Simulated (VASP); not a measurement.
Crystal: Hg2H3Br.

```xyz
6
Lattice="5.9132 0.0000 0.0000 -2.9566 5.1210 0.0000 0.0000 0.0000 2.9193" Properties=species:S:1:pos:R:3 pbc="T T T"
Hg    0.0000    3.4140    0.0000
Hg    2.9566    1.7070    0.0000
H     2.9566    0.0000    1.4596
H     1.4783    2.5605    1.4596
H    -1.4783    2.5605    1.4596
Br    0.0000    0.0000    0.0000
```

The cell was built by a generator and needn't be a form met in nature.

The cell isn't the ideal one: species swapped into the YCo3B2 type (P6/mmm, No. 191).

* Program: VASP 6.6.1
* Task: relaxation of cell and atoms
* Functional: PBE
* Potentials or basis: VASP PAW PBE potentials, release 64 (Hg, H, Br)
* Cutoff: 600 eV
* k mesh: 6 × 6 × 12
* Occupations: gaussian, width 0.1 eV
* Spin: no spin polarisation

At the start: pressure 0.6 GPa; volume 14.73 Å³/atom.

Task: Where does the relaxation end?

Result: Over 7 steps the energy falls by 6.7 meV/atom and the volume is 15.16 Å³/atom (+2.9 %); space group P6/mmm (No. 191, to 0.05 Å).

The path:
```
step  energy change (eV)  largest force (eV/Å)  pressure (GPa)  volume (Å³)
   1              0.0000                0.0000            0.57        88.40
   2             -0.0148                0.0000            0.34        89.06
   3             -0.0390                0.0000           -0.23        91.02
   4             -0.0396                0.0000           -0.29        91.42
   5             -0.0396                0.0000           -0.26        91.33
   6             -0.0400                0.0000            0.10        90.81
   7             -0.0400                0.0000            0.00        90.96
```

Final structure:
```yaml
crystal:
  lattice:
    - [6.09136, 0.00000, 0.00000]
    - [-3.04568, 5.27527, 0.00000]
    - [0.00000, 0.00000, 2.83074]
  atoms:
    - { symbol: Hg, position: [0.33333, 0.66667, 0.00000] }
    - { symbol: Hg, position: [0.66667, 0.33333, 0.00000] }
    - { symbol: H, position: [0.50000, 0.00000, 0.50000] }
    - { symbol: H, position: [0.50000, 0.50000, 0.50000] }
    - { symbol: H, position: [0.00000, 0.50000, 0.50000] }
    - { symbol: Br, position: [0.00000, 0.00000, 0.00000] }
```
